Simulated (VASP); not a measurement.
# SrTiC2: structure and properties in VASP, part 4 of 5

What structure does SrTiC2 take at this level, and what are its properties? The cell is invented: other elements were put on sites of a known structure type. It may not be a known or stable phase. The atoms of the start are displaced at random from the sites of a P4/mmm cell.

VASP 6.6.1, plane waves and PAW; the level of theory is named at each step.

So far. Step 5 (Density, ELF and potential (RPBE + D4)): In this run the pressure is 0.00 GPa, small enough to go on; single stress components reach 0.09 GPa. Step 6 (Band structure (RPBE + D4)): There is no gap at this level.

## 7. Total and projected DOS (RPBE + D4)

Level of this step: RPBE with D4; plane waves and PAW (Sr_sv, Ti_sv, C); invented cell (VASP).

Here the states are counted by energy and projected on the atoms. The mesh is finer than in the run before.

File INCAR:

```
SYSTEM = SrTiC2
PREC = Accurate
ENCUT = 520
EDIFF = 1E-06
NELM = 100
ISMEAR = -5
SIGMA = 0.05
LREAL = .FALSE.
ALGO = Normal
GGA = RP
IVDW = 13
NBANDS = 29
LORBIT = 11
LWAVE = .FALSE.
LCHARG = .FALSE.
KPAR = 2
NEDOS = 2001
```

File POSCAR:

```
SrTiC2
1.0
    4.0346161303      0.0000000000      0.0009430178
    0.0000000000      4.2016994997      0.0000000000
   -0.0067034805      0.0000000000      4.0479623131
Sr Ti C
1 1 2
Direct
    0.0000000000      0.6260963311      0.5000000000
    0.5000000000      0.1263351860      0.0000000000
    0.0000000000      0.0241070137      0.0000000000
    0.5000000000      0.2249264692      0.5000000000
```

File KPOINTS:

```
Automatic mesh
0
Gamma
8 8 8
0 0 0
```

PAW data sets: Sr_sv, Ti_sv and C (PBE family, release 64).

The run is started by

```bash
$ mpirun -np 2 vasp_std
```

What it wrote:

```text
[... set-up lines as in an earlier step ...]
 entering main loop
       N       E                     dE             d eps       ncg     rms          rms(c)
DAV:   1     0.260936130976E+03    0.26094E+03   -0.13955E+04  9860   0.106E+03
DAV:   2    -0.926475620113E+00   -0.26186E+03   -0.24539E+03 10186   0.310E+02
DAV:   3    -0.287478865570E+02   -0.27821E+02   -0.27171E+02 15176   0.875E+01
DAV:   4    -0.307392668620E+02   -0.19914E+01   -0.19772E+01 13464   0.201E+01
DAV:   5    -0.308029253934E+02   -0.63659E-01   -0.63625E-01 13424   0.317E+00    0.252E+01
DAV:   6    -0.255191389312E+02    0.52838E+01   -0.15263E+01 12603   0.346E+01    0.156E+01
DAV:   7    -0.247634139694E+02    0.75572E+00   -0.92738E+00 11185   0.244E+01    0.132E+01
DAV:   8    -0.243680206022E+02    0.39539E+00   -0.77043E-01 11322   0.883E+00    0.475E+00
DAV:   9    -0.243975601343E+02   -0.29540E-01   -0.12959E-01 14027   0.222E+00    0.122E+00
DAV:  10    -0.243832310928E+02    0.14329E-01   -0.26242E-02 11455   0.148E+00    0.346E-01
DAV:  11    -0.243838136734E+02   -0.58258E-03   -0.30999E-03 13863   0.292E-01    0.178E-01
DAV:  12    -0.243841703888E+02   -0.35672E-03   -0.87794E-04 12622   0.155E-01    0.420E-02
DAV:  13    -0.243841944763E+02   -0.24087E-04   -0.77132E-05 11975   0.594E-02    0.427E-02
DAV:  14    -0.243841733524E+02    0.21124E-04   -0.33506E-05 13316   0.526E-02    0.711E-03
DAV:  15    -0.243841724786E+02    0.87379E-06   -0.70824E-06 12501   0.161E-02
   1 F= -.25760302E+02 E0= -.25760302E+02  d E =0.000000E+00
 -----------------------------------------------------------------------------
|                                                                             |
|           W    W    AA    RRRRR   N    N  II  N    N   GGGG   !!!           |
|           W    W   A  A   R    R  NN   N  II  NN   N  G    G  !!!           |
|           W    W  A    A  R    R  N N  N  II  N N  N  G       !!!           |
|           W WW W  AAAAAA  RRRRR   N  N N  II  N  N N  G  GGG   !            |
|           WW  WW  A    A  R   R   N   NN  II  N   NN  G    G                |
|           W    W  A    A  R    R  N    N  II  N    N   GGGG   !!!           |
|                                                                             |
|     Tetrahedron method does not include variations of the Fermi             |
|     occupations, so forces and stress will be inaccurate. We suggest        |
|     using a different smearing scheme ISMEAR = 1 or 2 for metals in         |
|     relaxations.                                                            |
|                                                                             |
 -----------------------------------------------------------------------------
```

Elapsed: 2.6 min, on 2 MPI ranks of AMD EPYC 7R43, shared host; peak memory 0.78 GiB; 5.2 min of CPU time.

From OUTCAR (step 7):

```text
   k-points           NKPTS =    170   k-points in BZ     NKDIM =    170   number of bands    NBANDS=     29

   NELECT =      30.0000    total number of electrons

 E-fermi :   3.9224

 k-point     1 :       0.0000    0.0000    0.0000
  band No.  band energies     occupation
    ...
     11       2.3102      2.00000
     12       2.9257      2.00000
     13       2.9372      2.00000
     14       3.2014      2.00000
     15       3.9526      1.72354
     16       3.9700      0.13278
     17       5.5880      0.00000
     18       5.8377      0.00000
     19       7.6345      0.00000
     20       7.6812      0.00000
    ...

  DFT-D4 for vdW energy calculation

  Edisp (eV):   -1.37613

  Total       0.06497    -0.07049     0.03287     0.00000     0.00000    -0.02298
  in kB       1.51698    -1.64578     0.76746     0.00000     0.00000    -0.53648
  external pressure =        0.21 kB  Pullay stress =        0.00 kB

 POSITION                                       TOTAL-FORCE (eV/Angst)
 -----------------------------------------------------------------------------------
     -0.00335      2.63067      2.02398         0.000000      0.003693      0.000000
      2.01731      0.53082      0.00047        -0.000000      0.021857      0.000000
      0.00000      0.10129      0.00000         0.000000     -0.017190      0.000000
      2.01396      0.94507      2.02445         0.000000     -0.008360      0.000000
 -----------------------------------------------------------------------------------
    total drift:                                0.000000      0.000027      0.000001

  FREE ENERGIE OF THE ION-ELECTRON SYSTEM (eV)
  ---------------------------------------------------
  free  energy   TOTEN  =       -25.7603022206 eV

  energy  without entropy=      -25.7603022206  energy(sigma->0) =      -25.76030222

[... 6 parts as in an earlier step ...]

[... 10 further parts left out ...]
```

With tetrahedra the forces and stress of a metal are not exact derivatives of the energy.

This step gave:

```
irreducible k-points                                 : 170
Fermi energy                                         : 3.922 eV
pressure                                             : 0.02129 GPa
DOS at the Fermi level, one point of the energy grid : 0.4252 states/eV/cell
```

The density of states has structure finer than the step of the table below, so its rows give means over 1 eV, whole bins alone (the curve runs from -12.0 to 5.73 eV). Peaks (eV: height): total -8.3: 24.8, -2.5: 6.70, -1.3: 6.06, 2.3: 7.94; Ti d -8.3: 1.97, 2.3: 4.59, 2.9: 2.44, 3.9: 2.77; C p -2.5: 1.71, -1.3: 1.64, -0.7: 1.25, 0.6: 1.05; Sr d -1.3: 0.190, 2.3: 0.323, 3.9: 0.265, 5.0: 0.470; C s -8.3: 11.9.

States under -12.0 eV and over 5.7 eV are left out. The density of states by energy, zero at the Fermi level; means over each step; values in states/eV/cell:

```tsv
energy (eV)	total	Ti d	C p	Sr d	C s
-11	0	0	0	0	0
-10	0.300	0.00569	7.3e-4	5.3e-4	0.120
-9	1.51	0.0437	0.00539	0.0107	0.650
-8	2.46	0.126	0.00352	0.0190	1.17
-7	0	0	0	0	0
-6	0	0	0	0	0
-5	0	0	0	0	0
-4	0.0136	0.00192	0.00307	2.8e-4	4.1e-5
-3	1.53	0.216	0.382	0.0258	0.00942
-2	4.00	0.790	1.05	0.0874	0.0221
-1	3.79	0.614	1.03	0.106	0.00903
0	1.24	0.301	0.323	0.0420	0.00658
1	2.24	0.580	0.515	0.0966	0.0202
2	2.93	1.47	0.359	0.103	0.0119
3	2.28	1.31	0.248	0.0888	0.0128
4	2.40	1.37	0.301	0.133	0.0110
5	1.99	0.433	0.197	0.362	0.0346
```

The finer mesh and the other smearing move the Fermi level by -0.00 eV from the 6×5×6 run, a small shift, which tests the Fermi level alone. Of the states within 0.3 eV of the Fermi level, the largest shares in the PAW spheres are C p 27 % and Ti d 26 %. The rest lies in smaller channels or between the spheres.

## 8. Electric field gradients (RPBE + D4)

Field gradients probe how far the charge around each nucleus departs from cubic symmetry; LASPH keeps the non-spherical terms inside the spheres.

File INCAR:

```
SYSTEM = SrTiC2
PREC = Accurate
ENCUT = 520
EDIFF = 1E-07
NELM = 100
ISMEAR = 0
SIGMA = 0.05
LREAL = .FALSE.
ALGO = Normal
GGA = RP
IVDW = 13
NBANDS = 21
LORBIT = 11
LWAVE = .FALSE.
LCHARG = .FALSE.
KPAR = 2
LEFG = .TRUE.
LASPH = .TRUE.
```

POSCAR is that of step 7.

File KPOINTS:

```
Automatic mesh
0
Gamma
6 5 6
0 0 0
```

The run is started by

```bash
$ mpirun -np 2 vasp_std
```

What it wrote:

```text
[... set-up lines as in an earlier step ...]
 entering main loop
       N       E                     dE             d eps       ncg     rms          rms(c)
DAV:   1     0.270856367114E+03    0.27086E+03   -0.14943E+04  2520   0.146E+03
DAV:   2     0.352003541606E+01   -0.26734E+03   -0.25647E+03  2596   0.402E+02
DAV:   3    -0.289285939859E+02   -0.32449E+02   -0.31586E+02  4606   0.114E+02
DAV:   4    -0.306767295856E+02   -0.17481E+01   -0.17407E+01  3065   0.248E+01
DAV:   5    -0.308042783917E+02   -0.12755E+00   -0.12752E+00  3962   0.584E+00    0.253E+01
DAV:   6    -0.252913546378E+02    0.55129E+01   -0.38916E+01  3206   0.478E+01    0.142E+01
DAV:   7    -0.248133465645E+02    0.47801E+00   -0.19782E+01  3390   0.342E+01    0.142E+01
DAV:   8    -0.243989618906E+02    0.41438E+00   -0.13442E+00  3116   0.104E+01    0.641E+00
DAV:   9    -0.244298662657E+02   -0.30904E-01   -0.54843E-01  4005   0.600E+00    0.184E+00
DAV:  10    -0.243958443943E+02    0.34022E-01   -0.16568E-01  3460   0.346E+00    0.415E-01
DAV:  11    -0.243971466554E+02   -0.13023E-02   -0.67799E-03  3202   0.599E-01    0.224E-01
DAV:  12    -0.243969909589E+02    0.15570E-03   -0.12808E-03  3531   0.249E-01    0.914E-02
DAV:  13    -0.243970118643E+02   -0.20905E-04   -0.87933E-04  3527   0.233E-01    0.596E-02
DAV:  14    -0.243969865630E+02    0.25301E-04   -0.13209E-04  3428   0.107E-01    0.128E-02
DAV:  15    -0.243969868346E+02   -0.27159E-06   -0.17882E-05  4005   0.270E-02    0.443E-03
DAV:  16    -0.243969871929E+02   -0.35831E-06   -0.13560E-06  3115   0.882E-03    0.176E-03
DAV:  17    -0.243969871498E+02    0.43093E-07   -0.18471E-07  2510   0.310E-03
ion   1
     0.0000000     0.0000000     0.0000000    -0.4278683     0.0010571    -0.7601872
     0.0000516     0.0000000     0.0000000    -0.4278683     0.0010571    -0.7601872
     0.0000711     0.0000000     0.0000000    -0.4278683     0.0010571    -0.7601872
     0.0000979     0.0000000     0.0000000    -0.4278683     0.0010571    -0.7601872
     0.0001348     0.0000000     0.0000000    -0.4278683     0.0010571    -0.7601872

     0.0000000     0.0000000     0.0000000    -5.8516814     0.0256414    -9.6737395
     0.0000516     0.0000000     0.0000000    -5.8513552     0.0256409    -9.6732061
     0.0000711     0.0000000     0.0000000    -5.8511756     0.0256407    -9.6729125
     0.0000979     0.0000000     0.0000000    -5.8508864     0.0256404    -9.6724397
     0.0001348     0.0000000     0.0000000    -5.8504227     0.0256400    -9.6716819

ion   2
     0.0000000     0.0000000     0.0000000     5.0181982     0.0171250     8.8370956
     0.0000422     0.0000000     0.0000000     5.0181982     0.0171250     8.8370956
     0.0000581     0.0000000     0.0000000     5.0181982     0.0171250     8.8370956
     0.0000800     0.0000000     0.0000000     5.0181982     0.0171250     8.8370956
     0.0001102     0.0000000     0.0000000     5.0181982     0.0171250     8.8370956

     0.0000000     0.0000000     0.0000000    62.1133953    -0.0922761   106.6071983
     0.0000422     0.0000000     0.0000000    62.1130210    -0.0922746   106.6065629
     0.0000581     0.0000000     0.0000000    62.1128068    -0.0922738   106.6061998
     0.0000800     0.0000000     0.0000000    62.1124580    -0.0922724   106.6056084
     0.0001102     0.0000000     0.0000000    62.1118937    -0.0922701   106.6046519

ion   3
     0.0000000     0.0000000     0.0000000   -22.9207957    -0.1120577    13.3240833
     0.0000266     0.0000000     0.0000000   -22.9207956    -0.1120577    13.3240832
     0.0000367     0.0000000     0.0000000   -22.9207955    -0.1120577    13.3240832
     0.0000505     0.0000000     0.0000000   -22.9207953    -0.1120577    13.3240831
     0.0000695     0.0000000     0.0000000   -22.9207950    -0.1120577    13.3240829

     0.0000000     0.0000000     0.0000000   -38.0325231    -0.1877852    21.9611444
     0.0000266     0.0000000     0.0000000   -38.0325198    -0.1877852    21.9611425
     0.0000367     0.0000000     0.0000000   -38.0325175    -0.1877852    21.9611412
     0.0000505     0.0000000     0.0000000   -38.0325136    -0.1877852    21.9611389
     0.0000695     0.0000000     0.0000000   -38.0325068    -0.1877852    21.9611351

ion   4
     0.0000000     0.0000000     0.0000000    22.8961376    -0.2167959   -13.1843136
     0.0000266     0.0000000     0.0000000    22.8961375    -0.2167959   -13.1843135
     0.0000367     0.0000000     0.0000000    22.8961374    -0.2167959   -13.1843135
     0.0000505     0.0000000     0.0000000    22.8961372    -0.2167959   -13.1843134
     0.0000695     0.0000000     0.0000000    22.8961369    -0.2167959   -13.1843132

     0.0000000     0.0000000     0.0000000    37.8625589    -0.3613869   -21.9480003
     0.0000266     0.0000000     0.0000000    37.8625556    -0.3613869   -21.9479984
     0.0000367     0.0000000     0.0000000    37.8625534    -0.3613868   -21.9479971
     0.0000505     0.0000000     0.0000000    37.8625494    -0.3613868   -21.9479948
     0.0000695     0.0000000     0.0000000    37.8625428    -0.3613867   -21.9479909

   1 F= -.25773117E+02 E0= -.25771617E+02  d E =-.299946E-02
```

It took 50 s on 2 MPI ranks; peak memory 0.41 GiB; 99 s of CPU time.

From OUTCAR (step 8):

```text
   NELECT =      30.0000    total number of electrons

 E-fermi :   3.9296

 k-point     1 :       0.0000    0.0000    0.0000
  band No.  band energies     occupation
    ...
     10      -4.3930      2.00000
     11       2.3104      2.00000
     12       2.9153      2.00000
     13       2.9289      2.00000
     14       3.1990      2.00000
     15       3.9576      0.42974
     16       3.9755      0.19467
     17       5.5872      0.00000
     18       5.8360      0.00000
     19       7.6328      0.00000
    ...

  DFT-D4 for vdW energy calculation

  Edisp (eV):   -1.37613

  Total      -0.00835     0.03402    -0.05248     0.00000     0.00000     0.00605
  in kB      -0.19485     0.79426    -1.22522     0.00000     0.00000     0.14129
  external pressure =       -0.21 kB  Pullay stress =        0.00 kB

 POSITION                                       TOTAL-FORCE (eV/Angst)
 -----------------------------------------------------------------------------------
     -0.00335      2.63067      2.02398         0.000000     -0.002119      0.000000
      2.01731      0.53082      0.00047         0.000000      0.000766      0.000000
      0.00000      0.10129      0.00000         0.000000      0.005532      0.000000
      2.01396      0.94507      2.02445        -0.000000     -0.004178      0.000000
 -----------------------------------------------------------------------------------
    total drift:                               -0.000000      0.000042      0.000001

  FREE ENERGIE OF THE ION-ELECTRON SYSTEM (eV)
  ---------------------------------------------------
  free  energy   TOTEN  =       -25.7731168918 eV

  energy  without entropy=      -25.7701174276  energy(sigma->0) =      -25.77161716

 Electric field gradients after diagonalization (V/A^2)
 (convention: |V_zz| > |V_xx| > |V_yy|)
----------------------------------------------------------------------
 ion       V_xx      V_yy      V_zz     asymmetry (V_yy - V_xx)/ V_zz
----------------------------------------------------------------------
   1       7.107     6.564   -13.671       0.040
   2     -75.761   -74.563   150.324       0.008
   3     -44.877    -1.052    45.929       0.954
   4     -44.679    -1.146    45.826       0.950
----------------------------------------------------------------------

[... 8 parts as in an earlier step ...]

[... 9 further parts left out ...]
```

Numbers from this step:

```yaml
scf_cycles: 17
bands: 21
irreducible_k_points: 60
free_energy_toten: -25.77 eV
energy_at_zero_smearing: -25.77 eV
fermi_energy: 3.930 eV
pressure: -0.02086 GPa
```

Electric field gradients, by row:

```tsv
atom	Vxx (V/Å²)	Vyy (V/Å²)	Vzz (V/Å²)	asymmetry
Sr1	7.107	6.564	-13.67	0.04
Ti2	-75.76	-74.56	150.3	0.008
C3	-44.88	-1.052	45.93	0.954
C4	-44.68	-1.146	45.83	0.95
```

The largest gradient, 150.32 V/Å², sits on Ti2; times the quadrupole moment of a nucleus that has one, it gives the coupling that NMR and NQR see.

(Continued in part 5 of 5.)

[Lines on the potential files, build, host, timing and source positions are cut from VASP's logs without a mark.]

[Logs are printed without paths, hosts, clocks, repeated set-up lines and the standing remarks that a program may print on its own settings, such as how far it seeks lower states.]

[Hosts, paths, dates, database ids (printed as entryN), source tags and the programs' standing remarks are cut or masked in the printed files.]

[A measured line is paired with the nearest computed mode of its activity, which favours agreement.]

[In band tables of VASP the shares of atoms and orbitals are scaled to a sum of 1 inside the atoms' spheres.]
